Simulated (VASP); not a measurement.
VASP ran on this input.

**POSCAR**
```
AlV2C
1
    2.8916430000     0.0000000000     0.0000000000
   -1.4458210000     2.5042360000     0.0000000000
    0.0000000000     0.0000000000    13.1231670000
Al V C
2 4 2
Direct
  0.3333330000   0.6666670000   0.2500000000
  0.6666670000   0.3333330000   0.7500000000
  0.3333330000   0.6666670000   0.5863800000
  0.6666670000   0.3333330000   0.4136200000
  0.6666670000   0.3333330000   0.0863800000
  0.3333330000   0.6666670000   0.9136200000
  0.0000000000   0.0000000000   0.0000000000
  0.0000000000   0.0000000000   0.5000000000
```

INCAR:
```
SYSTEM = AlV2C
PREC = Accurate
ENCUT = 400
EDIFF = 1E-6
NELM = 100
ALGO = Normal
LREAL = .FALSE.
LASPH = .TRUE.
ISMEAR = 0
SIGMA = 0.2
GGA = PE
LMAXMIX = 4
LWAVE = .FALSE.
LCHARG = .FALSE.
ISIF = 2
NEDOS = 601
LORBIT = 11
```

File KPOINTS:
```
Automatic mesh
0
Gamma
17 17 3
0 0 0
```

POTCAR, in this order: Al V_sv C (PBE.64 set). Program: vasp_std.

Question: Translate this PBE calculation to Quantum ESPRESSO's pw.x.

Answer: One equivalent input (not run):
```
&CONTROL
  calculation = 'scf'
  pseudo_dir = './pseudo'
  outdir = './out'
  tprnfor = .true.
  tstress = .true.
/
&SYSTEM
  ibrav = 0
  nat = 8
  ntyp = 3
  ecutwfc = 84
  occupations = 'smearing'
  smearing = 'gaussian'
  degauss = 0.0147
  input_dft = 'pbe'
/
&ELECTRONS
  conv_thr = 7.3e-08
  electron_maxstep = 100
/
ATOMIC_SPECIES
  Al 26.982 Al.upf
  V 50.941 V.upf
  C 12.011 C.upf
CELL_PARAMETERS angstrom
     2.8916430    0.0000000    0.0000000
    -1.4458210    2.5042360    0.0000000
     0.0000000    0.0000000   13.1231670
ATOMIC_POSITIONS crystal
  Al   0.3333330  0.6666670  0.2500000
  Al   0.6666670  0.3333330  0.7500000
  V    0.3333330  0.6666670  0.5863800
  V    0.6666670  0.3333330  0.4136200
  V    0.6666670  0.3333330  0.0863800
  V    0.3333330  0.6666670  0.9136200
  C    0.0000000  0.0000000  0.0000000
  C    0.0000000  0.0000000  0.5000000
K_POINTS automatic
  17 17 3 0 0 0
```
The two are equivalent in intent, not identical: the potentials are each code's own (VASP's PAW set, PseudoDojo norm-conserving files in pw.x), so ENCUT and ecutwfc are chosen apart and not converted; conv_thr bounds pw.x's estimated SCF error, while EDIFF bounds the energy change between steps.

The structure comes from a computed database's AlV2C entry; how it stands against other phases isn't given here. The cell was not relaxed at this level. The run is one of a series of settings (NEDOS = 601, KPOINTS 17×17×3 Γ-centred mesh against the base run), some of them coarse on purpose.
